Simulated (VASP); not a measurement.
Crystal: ZrC.

```
Zr C
1.0
     0.00000    2.36500    2.36500
     2.36500    0.00000    2.36500
     2.36500    2.36500    0.00000
Zr C
1 1
Direct
  0.50000 0.50000 0.50000
  0.00000 0.00000 0.00000
```

Base run:

* Program: VASP 6.6.1
* Functional: PBE
* Potentials or basis: VASP PAW PBE potentials, release 64 (Zr_sv, C)
* Cutoff: 520 eV
* k mesh: 16 × 16 × 16
* Occupations: gaussian, width 0.1 eV
* Spin: no spin polarisation

Its results: band gap on the k mesh none (metal or under the smearing width); pressure -2.7 GPa.

Question: The run is repeated on the same cell with these changes: k mesh from 16 × 16 × 16 to 4 × 4 × 4. What comes out?

Answer: Band gap on the k mesh none (metal or under the smearing width); pressure -3.5 GPa.

Caveats: some runs use coarse meshes.

Not every run made on this cell is shown here.
